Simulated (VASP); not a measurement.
Calculation: r2SCAN meta-GGA, VASP's PBE PAW potentials (set 64) (plane waves; VASP 6.6.1).

Input for VASP

### POSCAR
```
ZnS
1
    0.0000000000     2.6912532009     2.6912532009
    2.6912532009    -0.0000000000     2.6912532009
    2.6912532009     2.6912532009     0.0000000000
Zn S
1 1
Direct
  0.0000000000   0.0000000000   0.0000000000
  0.2500000000   0.2500000000   0.2500000000
```

INCAR:
```
ALGO=Normal
CSHIFT=0.1
EDIFF=1E-7
ENCUT=400
ISMEAR=0
LASPH=.TRUE.
LCHARG=.FALSE.
LMAXMIX=4
LMIXTAU=.TRUE.
LOPTICS=.TRUE.
LPEAD=.TRUE.
LREAL=.FALSE.
LWAVE=.FALSE.
METAGGA=R2SCAN
NBANDS=39
NEDOS=1001
NELM=100
PREC=Accurate
SIGMA=0.01
SYSTEM=ZnS
```

KPOINTS:
```
Automatic mesh
0
Gamma
11 11 11
0 0 0
```

POTCAR, in this order: Zn S (PBE.64 set). Program: vasp_std.

What VASP printed:

File OSZICAR:
```
       N       E                     dE             d eps       ncg     rms          rms(c)
DAV:   1     0.104154497781E+03    0.10415E+03   -0.55508E+03  4926   0.474E+02
DAV:   2    -0.100251027715E+02   -0.11418E+03   -0.96752E+02  4544   0.153E+02
DAV:   3    -0.217663908213E+02   -0.11741E+02   -0.11485E+02  5334   0.425E+01
DAV:   4    -0.219308965288E+02   -0.16451E+00   -0.16439E+00  5087   0.533E+00
DAV:   5    -0.219311943264E+02   -0.29780E-03   -0.29779E-03  5046   0.221E-01    0.748E+00
DAV:   6    -0.188507669246E+02    0.30804E+01   -0.47051E-01  4760   0.162E+01    0.666E+00
DAV:   7    -0.187849558779E+02    0.65811E-01   -0.27289E-01  4550   0.546E+00    0.368E+00
DAV:   8    -0.188412205796E+02   -0.56265E-01   -0.65216E-02  4459   0.162E+00    0.146E+00
DAV:   9    -0.188189655344E+02    0.22255E-01   -0.71811E-02  4389   0.109E+00    0.229E-01
DAV:  10    -0.188477317865E+02   -0.28766E-01   -0.24633E-02  4382   0.655E-01    0.180E-01
DAV:  11    -0.188565765094E+02   -0.88447E-02   -0.14275E-03  4844   0.148E-01    0.151E-01
DAV:  12    -0.188405827874E+02    0.15994E-01   -0.12996E-03  4515   0.154E-01    0.164E-01
DAV:  13    -0.188607649322E+02   -0.20182E-01   -0.33363E-03  4403   0.237E-01    0.694E-02
DAV:  14    -0.188608252024E+02   -0.60270E-04   -0.48444E-05  5252   0.245E-02    0.538E-02
DAV:  15    -0.188608260359E+02   -0.83351E-06   -0.21074E-07  4887   0.206E-03    0.531E-02
DAV:  16    -0.188608319092E+02   -0.58733E-05   -0.17761E-06  5092   0.158E-02    0.293E-02
DAV:  17    -0.188608438224E+02   -0.11913E-04   -0.62713E-07  4844   0.803E-03    0.117E-02
DAV:  18    -0.188608440933E+02   -0.27083E-06   -0.22588E-07  5110   0.213E-03    0.854E-03
DAV:  19    -0.188608442021E+02   -0.10884E-06   -0.61840E-08  4518   0.159E-03    0.773E-03
DAV:  20    -0.188608446514E+02   -0.44932E-06   -0.67784E-08  4484   0.150E-03    0.298E-03
DAV:  21    -0.188608455869E+02   -0.93547E-06   -0.97158E-09  3991   0.389E-04    0.151E-03
DAV:  22    -0.188608455569E+02    0.30022E-07   -0.34134E-09  2866   0.313E-04
   1 F= -.18860846E+02 E0= -.18860846E+02  d E =-.348083E-11
 imaginary and real dielectric function
```

### OUTCAR
```
------------------------ aborting loop because EDIFF is reached ----------------------------------------
  FORCE on cell =-STRESS in cart. coord.  units (eV):
  Direction    XX          YY          ZZ          XY          YZ          ZX
  --------------------------------------------------------------------------------------
  Total       -0.0056348     -0.0056348     -0.0056348      0.0000000      0.0000000      0.0000000
  in kB       -0.2315785     -0.2315785     -0.2315785      0.0000000      0.0000000      0.0000000
  external PRESSURE =      -0.2315785 kB  Pullay stress =       0.0000000 kB
  volume of cell :       38.98
      direct lattice vectors                 reciprocal lattice vectors
     0.000000000  2.691253201  2.691253201    -0.185787053  0.185787053  0.185787053
     2.691253201  0.000000000  2.691253201     0.185787053 -0.185787053  0.185787053
     2.691253201  2.691253201  0.000000000     0.185787053  0.185787053 -0.185787053
  FREE ENERGIE OF THE ION-ELECTRON SYSTEM (eV)
  ---------------------------------------------------
  free  energy   TOTEN  =       -18.8608455569 eV

  energy  without entropy=      -18.8608455569  energy(sigma->0) =      -18.86084556

 plasma frequency squared (from intraband transitions) (eV^2)
  --------------------------------------------------------------------------------------
       0.000       0.000       0.000
       0.000       0.000       0.000
       0.000       0.000       0.000

 plasma frequency squared (from interband transitions, int dw w eps(2)(w)) (eV^2)
  --------------------------------------------------------------------------------------
     354.740       0.000      -0.000      -0.000      -0.000      -0.000
      -0.000       0.000     354.740       0.000      -0.000       0.000
      -0.000       0.000      -0.000      -0.000     354.740       0.000
```
(Selected blocks of OUTCAR.)

File OUTCAR:
```
 val. band max:        1.9444878310   @ k =   0.0000   0.0000   0.0000

 cond. band min:       4.6739583490   @ k =   0.0000   0.0000   0.0000


 Fermi energy:         1.9833518652

 k-point     1 :       0.0000    0.0000    0.0000
  band No.  band energies     occupation
      1     -11.8185      2.00000
      2      -4.5997      2.00000
      3      -4.5997      2.00000
      4      -4.5997      2.00000
      5      -4.0375      2.00000
      6      -4.0375      2.00000
      7       1.9445      2.00000
      8       1.9445      2.00000
      9       1.9445      2.00000
     10       4.6740      0.00000
     11       8.8361      0.00000
     12       8.8364      0.00000
     13       8.8364      0.00000
     14      14.2619      0.00000
     15      14.2619      0.00000
     16      14.5551      0.00000
     17      17.2734      0.00000
     18      17.2734      0.00000
     19      17.2734      0.00000
     20      20.1369      0.00000
     21      29.6677      0.00000
     22      29.6678      0.00000
     23      29.6678      0.00000
     24      31.8332      0.00000
     25      31.8333      0.00000
     26      31.8333      0.00000
     27      33.5376      0.00000
     28      33.5376      0.00000
     29      35.7485      0.00000
     30      35.7485      0.00000
     31      35.7486      0.00000
     32      42.9515      0.00000
     33      45.6350      0.00000
     34      45.6350      0.00000
     35      47.7960      0.00000
     36      47.7960      0.00000
     37      47.7961      0.00000
     38      48.7230      0.00000
     39      48.7230      0.00000

 k-point     2 :       0.0909    0.0000    0.0000
  band No.  band energies     occupation
      1     -11.7530      2.00000
      2      -4.5990      2.00000
      3      -4.5871      2.00000
      4      -4.5871      2.00000
      5      -4.0385      2.00000
      6      -4.0385      2.00000
      7       1.2910      2.00000
      8       1.8601      2.00000
      9       1.8601      2.00000
...
```

The dielectric response may not be converged in the k-mesh; for small gaps it tends to come out too large.

The compound is ZnS in the zinc blende structure. It was relaxed first.
